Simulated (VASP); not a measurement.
A convergence study with VASP on RbBr (rock salt): one setting is varied, all else stays as given below, so the limit is that of these other settings.

```
CELL_PARAMETERS angstrom
      0.00000     3.44500     3.44500
      3.44500     0.00000     3.44500
      3.44500     3.44500     0.00000
ATOMIC_POSITIONS crystal
  Rb 0.00000 0.00000 0.00000
  Br 0.50000 0.50000 0.50000
```

Level of theory: PBE GGA, VASP's PBE PAW potentials (set 64) (plane waves; VASP). The tightest run used: 550 eV cut-off, 12×12×12 Monkhorst-Pack mesh, Gaussian smearing of 0.050 eV, potentials Rb_sv Br.

Question: The settings run are 1×1×1 mesh; 2×2×2 mesh; 3×3×3 mesh; 4×4×4 mesh; 5×5×5 mesh; 6×6×6 mesh; 7×7×7 mesh; 8×8×8 mesh; 9×9×9 mesh; 10×10×10 mesh; 11×11×11 mesh; 12×12×12 mesh. From which on does the energy per atom stay within 0.002 eV/atom of the tightest run?

Answer: From 3×3×3 mesh on: it is off by 0.0015 there and by no more than 0.002 in any finer run, while 2×2×2 mesh is off by 0.0069.
```tsv
setting	E (eV/atom)	pressure (GPa)	irreducible k-points	difference judged (eV/atom)
1×1×1 mesh	-1.7123	10.13	1	1.3399
2×2×2 mesh	-3.0591	0.67	2	0.0069
3×3×3 mesh	-3.0508	0.80	4	0.0015
4×4×4 mesh	-3.0523	0.78	10	0.0000
5×5×5 mesh	-3.0522	0.78	10	0.0000
6×6×6 mesh	-3.0523	0.78	28	0.0000
7×7×7 mesh	-3.0523	0.78	20	0.0000
8×8×8 mesh	-3.0523	0.78	60	0.0000
9×9×9 mesh	-3.0523	0.78	35	0.0000
10×10×10 mesh	-3.0523	0.78	110	0.0000
11×11×11 mesh	-3.0523	0.78	56	0.0000
12×12×12 mesh	-3.0523	0.78	182	0.0000
```

Left out are rungs that failed or repeat a setting and relaxations that didn't move; long series are thinned to 24 rows.

The compound is RbBr in the rock salt structure. The cell was not relaxed at this level.
